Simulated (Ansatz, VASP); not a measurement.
# Cross-check of CdF2 between VASP and Ansatz

Aim: how closely do two programs agree when they are given the same cell, functional and k mesh?

Program: Ansatz 0.2.0. Level of theory: plane waves, with VASP 6.6.1 beside it; single point at PBE. Results are calculated unless marked as measured.

## 1. Set-up

It takes space group Fm-3m (No. 225, cubic). Conventional cell: a = 5.388 Å, b = 5.388 Å, c = 5.388 Å, α = 90.00°, β = 90.00°, γ = 90.00°. Cd has 8 F at 2.33 Å nearest. F has 4 Cd at 2.33 Å nearest. Farther neighbours and most contacts between anions are not listed.

Structure file:

```xyz
3
Lattice="0.0000 2.6940 2.6940 2.6940 0.0000 2.6940 2.6940 2.6940 0.0000" Properties=species:S:1:pos:R:3 pbc="T T T"
Cd    0.0000    0.0000    0.0000
F     4.0410    4.0410    4.0410
F     1.3470    1.3470    1.3470
```

## 2. VASP: single point, PBE

With cell and atoms fixed, the geometry can't cause a difference; cores, projectors, grids and the points listed under the comparison can.

Lines of VASP's logs that name or quote its potential files are left out, and so is its time.

INCAR reads:

```
SYSTEM = CdF2
PREC = Accurate
ENCUT = 520
EDIFF = 1E-06
NELM = 100
ISMEAR = -1
SIGMA = 0.05
LREAL = .FALSE.
ALGO = Normal
GGA = PE
LORBIT = 11
LWAVE = .FALSE.
LCHARG = .FALSE.
ISIF = 2
```

POSCAR reads:

```
CdF2
1.0
    0.0000000000      2.6940000000      2.6940000000
    2.6940000000      0.0000000000      2.6940000000
    2.6940000000      2.6940000000      0.0000000000
Cd F
1 2
Direct
    0.0000000000      0.0000000000      0.0000000000
    0.7500000000      0.7500000000      0.7500000000
    0.2500000000      0.2500000000      0.2500000000
```

KPOINTS reads:

```
Automatic mesh
0
Gamma
9 9 9
0 0 0
```

PAW data sets: Cd and F (PBE family, release 64).

On the command line:

```bash
mpirun -np 1 vasp_std
```

Numbers of over 12 decimals in the logs are rounded to 6 here.

The log of the run:

```text
[banner, memory and clock lines left out]
running    1 mpi-ranks, on    1 nodes
 distrk:  each k-point on    1 cores,    1 groups
 distr:  one band on    1 cores,    1 groups

 POSCAR found type information on POSCAR CdF
 POSCAR found :  2 types and       3 ions
 LDA part: xc-table for (Slater+PW92), standard interpolation
 POSCAR, INCAR and KPOINTS ok, starting setup
 FFT: planning ... GRIDC
 FFT: planning ... GRID_SOFT
 FFT: planning ... GRID
 WAVECAR not read
 entering main loop
       N       E                     dE             d eps       ncg     rms          rms(c)
DAV:   1     0.196095283007E+03    0.19610E+03   -0.16111E+04  1238   0.156E+03
DAV:   2    -0.437336487512E+01   -0.20047E+03   -0.19497E+03  1355   0.383E+02
DAV:   3    -0.125257884415E+02   -0.81524E+01   -0.81345E+01  1263   0.863E+01
DAV:   4    -0.125660516304E+02   -0.40263E-01   -0.40258E-01  1372   0.604E+00
DAV:   5    -0.125661992572E+02   -0.14763E-03   -0.14763E-03  1249   0.319E-01    0.103E+01
DAV:   6    -0.108322720044E+02    0.17339E+01   -0.51983E+00  1542   0.438E+01    0.737E+00
DAV:   7    -0.108737961364E+02   -0.41524E-01   -0.85739E-01  1196   0.983E+00    0.427E+00
DAV:   8    -0.108671890522E+02    0.66071E-02   -0.15135E-01  1268   0.404E+00    0.706E-01
DAV:   9    -0.108585776420E+02    0.86114E-02   -0.39876E-02  1512   0.259E+00    0.881E-02
DAV:  10    -0.108591405469E+02   -0.56290E-03   -0.29332E-03  1198   0.683E-01    0.114E-01
DAV:  11    -0.108592231309E+02   -0.82584E-04   -0.13036E-04  1322   0.144E-01    0.371E-02
DAV:  12    -0.108592509392E+02   -0.27808E-04   -0.52686E-05  1198   0.686E-02    0.168E-02
DAV:  13    -0.108592528361E+02   -0.18968E-05   -0.70884E-06  1324   0.237E-02    0.371E-03
DAV:  14    -0.108592525971E+02    0.23899E-06   -0.74985E-07   899   0.125E-02
   1 F= -.10859253E+02 E0= -.10859253E+02  d E =-.111727E-10
```

Parts of OUTCAR (step 2):

```text
ion  position               nearest neighbor table
   1  0.000  0.000  0.000-   2 2.33   2 2.33   2 2.33   2 2.33   3 2.33   3 2.33   3 2.33   3 2.33

  LATTYP: Found a face centered cubic cell.
 ALAT       =     5.3880000000

 Subroutine GETGRP returns: Found 48 space group operations
 (whereof 48 operations were pure point group operations)

The static configuration has the point symmetry O_h .

 Found     35 irreducible k-points:

   k-points           NKPTS =     35   k-points in BZ     NKDIM =     35   number of bands    NBANDS=     17

   dimension x,y,z NGX =    28 NGY =   28 NGZ =   28
   dimension x,y,z NGXF=    56 NGYF=   56 NGZF=   56

   ENCUT  =  520.0 eV  38.22 Ry    6.18 a.u.   7.08  7.08  7.08*2*pi/ulx,y,z

   NELECT =      26.0000    total number of electrons

 k-points in reciprocal lattice and weights: Automatic mesh
   0.00000000  0.00000000  0.00000000       0.001
   0.11111111  0.00000000  0.00000000       0.011
   0.22222222  0.00000000  0.00000000       0.011
   0.33333333  0.00000000  0.00000000       0.011
   0.44444444  0.00000000  0.00000000       0.011
   0.11111111  0.11111111  0.00000000       0.008
   0.22222222  0.11111111  0.00000000       0.033
   0.33333333  0.11111111  0.00000000       0.033
   0.44444444  0.11111111  0.00000000       0.033
[...]
-0.33333333  0.44444444  0.11111111       0.033
  -0.33333333  0.44444444  0.22222222       0.033

 average (electrostatic) potential at core
       1 -39.0148       2 -77.8944       3 -77.8944

 E-fermi :  -0.1486

 k-point     1 :       0.0000    0.0000    0.0000
  band No.  band energies     occupation
    ...
      9      -2.2823      2.00000
     10      -2.2823      2.00000
     11      -1.8105      2.00000
     12      -1.8105      2.00000
     13      -1.8105      2.00000
     14       1.7565      0.00000
     15      11.3923      0.00000
     16      11.3923      0.00000
     17      11.3923      0.00000

 k-point     2 :       0.1111    0.0000    0.0000
  band No.  band energies     occupation
    ...
      9      -2.3663      2.00000
     10      -2.3663      2.00000
     11      -1.8839      2.00000
     12      -1.8010      2.00000
     13      -1.8010      2.00000
     14       2.2240      0.00000
     15      10.8037      0.00000
     16      11.5750      0.00000
     17      11.5750      0.00000

 k-point     3 :       0.2222    0.0000    0.0000
  band No.  band energies     occupation
    ...
      9      -2.5983      2.00000
     10      -2.5983      2.00000
     11      -2.2904      2.00000
     12      -1.7716      2.00000
     13      -1.7716      2.00000
     14       3.3216      0.00000
     15       9.7602      0.00000
     16      12.0633      0.00000
     17      12.0633      0.00000

  Total        1.5149540      1.5149540      1.5149540     -0.0000000      0.0000000      0.0000000
  in kB       62.0707868     62.0707868     62.0707868     -0.0000000      0.0000000      0.0000000
  external PRESSURE =      62.0707868 kB  Pullay stress =       0.0000000 kB

  energy-cutoff  :      520.00
  volume of cell :       39.10
      direct lattice vectors                 reciprocal lattice vectors
     0.000000000  2.694000000  2.694000000    -0.185597624  0.185597624  0.185597624
     2.694000000  0.000000000  2.694000000     0.185597624 -0.185597624  0.185597624
     2.694000000  2.694000000  0.000000000     0.185597624  0.185597624 -0.185597624

 POSITION                                       TOTAL-FORCE (eV/Angst)
 -----------------------------------------------------------------------------------
      0.00000      0.00000      0.00000        -0.000000     -0.000000      0.000000
      4.04100      4.04100      4.04100         0.000000      0.000000      0.000000
      1.34700      1.34700      1.34700        -0.000000     -0.000000     -0.000000
 -----------------------------------------------------------------------------------
    total drift:                                0.000000      0.000000      0.000000

  FREE ENERGIE OF THE ION-ELECTRON SYSTEM (eV)
  ---------------------------------------------------
  free  energy   TOTEN  =       -10.8592525971 eV

  energy  without entropy=      -10.8592525971  energy(sigma->0) =      -10.85925260

 total charge
# of ion       s       p       d       tot
------------------------------------------
    1        0.231   0.196   9.691  10.119
    2        1.740   4.344   0.000   6.083
    3        1.740   4.344   0.000   6.083
--------------------------------------------------
tot          3.711   8.883   9.691  22.286

[... 3 further parts left out ...]
```

At this level the cell is under a pressure of 6.2 GPa, so at these settings it is away from equilibrium.

## 3. Ansatz: single point, PBE

Ansatz runs on its default PAW (the set named soft_2) files.

The same cell, functional, mesh and smearing now go to Ansatz, which takes its cutoff from its data sets.

input.yaml reads:

```yaml
crystal:
  lattice:
    - [0.0, 2.694, 2.694]
    - [2.694, 0.0, 2.694]
    - [2.694, 2.694, 0.0]
  atoms:
    - { symbol: Cd, position: [0.0, 0.0, 0.0] }
    - { symbol: F, position: [0.75, 0.75, 0.75] }
    - { symbol: F, position: [0.25, 0.25, 0.25] }
hamiltonian:
  xc: pbe
  pseudopotentials: { kind: paw }
kpoints:
  mp_grid: { grid: [9, 9, 9] }
scf:
  occupations: { method: fermi_dirac, width: 0.05 }
  n_extra_bands: 4
output:
  forces: true
  stress: true
  eigenvalues: true
```

On the command line:

```bash
ansatz run input.yaml --threads 2 --pin off --max-ram 4608MiB --backend cpu --events-out ev --progress --plain --runs-dir out
```

The log of the run:

```text
scf.n_extra_bands = 4 over 17 filled bands (N_el = 34.0): the run solves 21 bands
Engine: ansatz 0.2.0, aarch64-unknown-linux-gnu
Pseudopotentials: kind: paw
Pseudopotential: Cd, paw, valence charge 20, recommended cutoff 420 eV (normal), Cd.paw.azcp
Pseudopotential: F, paw, valence charge 7, recommended cutoff 420 eV (normal), F.paw.azcp
Functional definition: PBE
  parameter kappa = 0.804
  parameter beta = 0.066725
  exchange = pbe_x(kappa = kappa, mu = beta*pi^2/3)
  correlation = pbe_c(beta = beta)
Crystal: 3 atoms, lattice volume = 39.104 Å³
Basis set: ecut = 420 eV, 749 PW (Γ), exchange–correlation on 54×54×54 points (8 copies of the dense FFT grid, shifted against one another)
Bands: 21, of which v1, the nominal top of the filled ones, is band 17 counted from 1 (16 counted from 0)
Symmetry: 48 space group operations
Space group: Fm-3m (ITA 225), of the structure as read, at distance tolerance 3.4e-5 Å
k-points: 35 of 729
Non-local potential: Cd, projectors of the file, l = 0: 3, l = 1: 2, l = 2: 2, l = 3: 1
Non-local potential: F, projectors of the file, l = 0: 2, l = 1: 2, l = 2: 1
PAW form: soft (Blöchl's): semilocal exchange-correlation on the pseudo side does not see the compensation charge
PAW one-centre angular grid: Cd, 590 points (default); XC on 64 Gauss nodes
PAW one-centre angular grid: F, 110 points (default); XC on 64 Gauss nodes
Initial density: superposition of atomic densities (neutral atoms: chi_scale 0, normalization atom), corrected by the library's trained network
Initial wavefunctions: pseudopotential atomic-orbital guess
Functional: x = pbe(κ = 0.804, μ = 0.219515), c = pbe(β = 0.066725)
SCF iter   1: F=—  HF=-9872.134532 eV  |F-HF|=—  |Δ(HF+E_count)|=         —  Δρ=5.60e-4  dr2=1.93e-5  ethr=1.77e-3  ⟨swp⟩=5.7  Hψ=2955  notcnv=0
preconditioner: auto → none  [insulator: Δε(μ)=3.129 eV  Ē_g=16.575 eV  σ=0.050 eV  W_gap=1.00  n_scr=14 (ndim 8)  ℏωp=30.3 eV  f_vac=0.125  D(μ)=0.00/eV (n_scr^D=0)  ε∞_Penn≈4.3]
SCF iter   2: F=—  HF=-9872.135540 eV  |F-HF|=—  |Δ(HF+E_count)|=   1.01e-3  Δρ=3.04e-4  dr2=1.52e-5  ethr=5.67e-8  ⟨swp⟩=3.1  Hψ=1938  notcnv=0
SCF iter   3: F=—  HF=-9872.135594 eV  |F-HF|=—  |Δ(HF+E_count)|=   5.37e-5  Δρ=1.72e-4  dr2=1.49e-6  ethr=4.48e-8  ⟨swp⟩=2.1  Hψ=1149  notcnv=0
SCF iter   4: F=—  HF=-9872.135632 eV  |F-HF|=—  |Δ(HF+E_count)|=   3.86e-5  Δρ=6.08e-5  dr2=3.93e-7  ethr=4.38e-9  ⟨swp⟩=2.0  Hψ=1190  notcnv=0
iter 5 did not close the SCF: its close was put off for the readings that it lacked (scf_convergence_deferred on its scf_iter line)
SCF iter   5: F=-9872.135636 eV  HF=-9872.135636 eV  |F-HF|=1.82e-8  |Δ(HF+E_count)|=   3.30e-6  Δρ=1.60e-5  dr2=6.29e-8  ethr=1.16e-9  ⟨swp⟩=2.0  Hψ=1190  notcnv=0
SCF iter   6: F=-9872.135636 eV  HF=-9872.135636 eV  |F-HF|=9.57e-10  |Δ(HF+E_count)|=   5.44e-8  Δρ=4.80e-6  dr2=5.00e-9  ethr=1.85e-10  ⟨swp⟩=2.0  Hψ=2506  notcnv=0
SCF 1 converged in 6 iterations: F = -9872.135636 eV  dr2 = 5.00e-9
  greatest PAW one-centre occupation: 1.000 electrons in one spin orbital (limit 2), on the Cd atom at site 0 (counted from 0), in its partial waves of l = 1
SCF converged after 6 iterations
Free energy (F): -9872.135636 eV
Harris-Foulkes:  -9872.135636 eV  (|F-HF|=9.57e-10)
Internal energy: -9872.135636 eV  (E = F + TS)
E sigma→0 (E₀):  -9872.135636 eV
Fermi energy:    8.085826 eV
--- Per-component energies (eV) ---
  E_band       = -480.600000
  E_kinetic    = 918.930471
  E_local      = -4235.411355  (includes V_loc(G=0)·N_el)
  E_nonlocal   = 184.215555
  E_hartree    = 1877.299070
  E_xc         = -335.365636
  E_vxc        = -424.897199  (∫ρ·V_xc dr)
  E_paw        = -4487.951244  (= ΣΔE_a)
  E_vpaw       = -678.038388  (= ΣTr[D̂ρ^β])
  E_aug_tail   = 0.004137  (compensation charges beyond the density's cutoff)
  E_ewald      = -3793.856633
  E_smearing   = -0.000000  (= −TS)
  E_closure    = 0.000000  (closes the sum)
  Σ components = -9872.135636   (vs F -9872.135636, Δ=0.00e0)
--- Forces (eV/Å), atoms counted from 1 ---
  atom   1  Cd    -0.00000000     0.00000000    -0.00000000
  atom   2  F     -0.00000000     0.00000000     0.00000000
  atom   3  F      0.00000000    -0.00000000    -0.00000000
  max |Σ_I F_I| component: 6.94e-18 eV/Å
--- Stress (GPa, compression-positive) ---
        5.456298       0.000000       0.000000
       -0.000000       5.456298       0.000000
        0.000000       0.000000       5.456298
  P = ⅓ Tr σ = 5.4563 GPa (54.563 kbar)
--- Band table (eV; the first three rows and the last of 35) ---
  k-point 0: bands = [... 13 lower, 5.4664, 5.9461, 5.9461, 5.9461, 9.5444, 19.1451, 19.1451, 19.1451]
  k-point 1: bands = [... 13 lower, 5.3840, 5.8706, 5.9542, 5.9542, 10.0089, 18.5586, 19.3284, 19.3284]
  k-point 2: bands = [... 13 lower, 5.1538, 5.4641, 5.9829, 5.9829, 11.1026, 17.5158, 19.8190, 19.8190]
  k-point 34: bands = [... 13 lower, 4.6717, 5.1429, 5.8589, 6.4148, 14.4373, 17.2806, 18.5632, 18.6496]
```

Elapsed: 1.6 s, on 2 threads of Arm Neoverse N1, shared host; peak memory 0.3 GiB; 2.8 s of CPU time.

The column dr2 measures how far the density is from self-consistency, as an energy; F and HF (Harris–Foulkes) agree once it is small.

The run ends at a pressure of 5.46 GPa.

## 4. Side by side

Known differences besides the potentials themselves: the data sets hold 34 valence electrons in Ansatz (default PAW (the set named soft_2) files) and 26 in VASP; the cutoff is 420 eV in Ansatz and 520 eV in VASP; VASP leaves aspherical gradient terms in its spheres out (LASPH is not set), Ansatz keeps them. Total energies have different zeros and are not compared.

Both answers:

```csv
quantity,Ansatz,VASP,difference
pressure (GPa),5.46,6.21,-0.75
pressure without Ansatz's Pulay correction (GPa),4.79,6.21,-1.42
gap on the k mesh (eV),3.130,3.097,+0.033
```

A gap on the mesh is an upper bound, since the band edges may lie between its points. Ansatz's pressure holds a Pulay correction of 0.67 GPa; VASP's holds none.

## 5. Results

```json
{
  "difference in gap on the k mesh (single point, PBE)": "0.033 eV",
  "difference in pressure (single point, PBE)": "-0.75 GPa"
}
```

The difference in pressure is -0.75 GPa (single point, PBE), within the 1 GPa picked in this series as the mark of a large difference. Such differences can come from data sets, numerical settings and the points named under the comparisons, not from the functional's error against experiment.

[Lines on the potential files, build, host, timing and source positions are cut from VASP's logs without a mark.]

[Logs are printed without paths, hosts, clocks, repeated set-up lines and the standing remarks that a program may print on its own settings, such as how far it seeks lower states.]

[Hosts, paths, dates, database ids (printed as entryN), source tags and the programs' standing remarks are cut or masked in the printed files.]
